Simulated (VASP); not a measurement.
Here is the system:

```xyz
2
Lattice="0.0000 3.0022 3.0022 3.0022 0.0000 3.0022 3.0022 3.0022 0.0000" Properties=species:S:1:pos:R:3 pbc="T T T"
Hg     0.0000     0.0000     0.0000
S      1.5011     1.5011     1.5011
```

Level of theory: PW91 GGA, VASP's PBE PAW potentials (set 64) (plane waves; VASP). Run with 520 eV cut-off, Gaussian smearing of 0.050 eV, potentials Hg S.

Unless said otherwise, spin-orbit coupling is left out, though it shifts the bands of the heavy elements here.

Problem. What does the run give for the band gap (along the path) with the smallest direct gap where there is one?

Solution. 
- band gap (along the path) = none (metal, semimetal or under 0.01 eV)

The absolute energy has meaning only against runs of the same code, potentials and settings.

The compound is HgS in the zinc blende structure, metacinnabar; cinnabar is the stable form. It was relaxed first, which changed the volume by +8 %.
